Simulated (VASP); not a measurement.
Calculation: PBEsol GGA, VASP's PBE PAW potentials (set 64) (plane waves; VASP).

Input for VASP

POSCAR:
```
SnO
1.0
  3.7555286184   0.0000000000   0.0000000000
 -1.8777643092   3.2523832660   0.0000000000
  0.0000000000   0.0000000000   6.2582730841
Sn O
2 2
Cart
 -0.0000018778   2.1682565948   0.0154151799
  1.8777661870   1.0841266712   3.1445517219
 -0.0000018778   2.1682565948   2.3314372267
  1.8777661870   1.0841266712   5.4605737687
```

**KPOINTS**
```
Automatic mesh
0
Gamma
6 6 3
0 0 0
```

INCAR:
```
GGA = PS
EDIFFG = -0.02   # ionic stop
ISIF = 3
LASPH = .TRUE.   # aspherical one-centre terms
SYSTEM = SnO
LWAVE = .FALSE.
SIGMA = 0.05   # width (eV)
NSW = 60
ENCUT = 520   # plane-wave cut-off (eV)
ALGO = Normal   # blocked Davidson
LMAXMIX = 4
PREC = Accurate
LREAL = .FALSE.
IBRION = 2   # conjugate gradients
EDIFF = 1E-6   # SCF stop (eV)
NELM = 100   # most electronic steps
LCHARG = .FALSE.
ISMEAR = 0   # Gaussian
```

POTCAR, in this order: Sn_d O (PBE.64 set). Program: vasp_std.

Problem. What will the output report for the number of irreducible k-points (NKPTS), largest plane-wave count, number of space-group operations, FFT grid (NGX, NGY, NGZ)?

Solution. 
```yaml
number of irreducible k-points (NKPTS): 14
largest_plane_wave_count: 2067
number_of_space_group_operations: 12
FFT grid (NGX, NGY, NGZ): 28 × 28 × 48
```

The structure was generated: SnO was put into the wurtzite type (P6_3mc), which need not be its known phase. This run relaxes it. Symmetry was kept, so distortions that lower it aren't found. The start is the result of an earlier pass.
